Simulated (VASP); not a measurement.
A convergence study with VASP on PbTe (rock salt): a few settings are varied, all else stays as given below, so the limit is that of these other settings.

```
CELL_PARAMETERS angstrom
      0.00000     3.23000     3.23000
      3.23000     0.00000     3.23000
      3.23000     3.23000     0.00000
ATOMIC_POSITIONS crystal
  Te 0.50000 0.50000 0.50000
  Pb 0.00000 0.00000 0.00000
```

Computed with HSE06 screened hybrid, VASP's PBE PAW potentials (set 64) (plane waves; VASP 6.6.1). The last row used: 400 eV cut-off, 4×4×4 Γ-centred mesh, Gaussian smearing of 0.050 eV, potentials Te Pb_d.

| setting | E (eV/atom) | pressure (GPa) | electronic steps |
|---|---|---|---|
| ENCUT = 300, PRECFOCK = Fast | -4.4976 | 0.75 | 17 |
| ENCUT = 400, PRECFOCK = Fast | ? | 1.05 | 17 |
| ENCUT = 520, PRECFOCK = Fast | -4.4976 | 1.05 | 17 |
| ENCUT = 300, PRECFOCK = Normal | -4.4982 | 0.76 | 17 |
| ENCUT = 400, PRECFOCK = Normal | -4.4970 | 1.03 | 17 |
| ENCUT = 520, PRECFOCK = Normal | -4.4970 | ? | 17 |
| ENCUT = 300, PRECFOCK = Accurate | -4.4982 | 0.76 | 17 |
| ENCUT = 400, PRECFOCK = Accurate | -4.4970 | 1.03 | 17 |

Fill in the missing entries.

- ENCUT = 400, PRECFOCK = Fast, E (eV/atom): -4.4973
- ENCUT = 520, PRECFOCK = Normal, pressure (GPa): 1.02

Left out are rungs that failed or repeat a setting and relaxations that didn't move; long series are thinned to 24 rows.

The compound is PbTe in the rock salt structure. The cell was not relaxed at this level.
